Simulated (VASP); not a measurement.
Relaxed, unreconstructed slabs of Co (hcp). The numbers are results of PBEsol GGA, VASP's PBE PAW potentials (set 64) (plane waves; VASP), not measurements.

Slab and bulk use different k-meshes, so the surface energy is good to a few per cent at best.

**Question.** Order the faces (100) [10 atoms], (001) [6 atoms] by surface energy, lowest first.

**Answer.** (001) [6 atoms] (2.51 J/m²), (100) [10 atoms] (2.68 J/m²)

**Question.** And what are their work functions?

**Answer.** (100) [10 atoms] 4.86 eV, (001) [6 atoms] 5.11 eV.

Runs of the series that failed, ran out of time, didn't relax or are held back are left out, and each face is given by its thickest slab.

The cell is a thin slab with vacuum, built from Co (hcp).
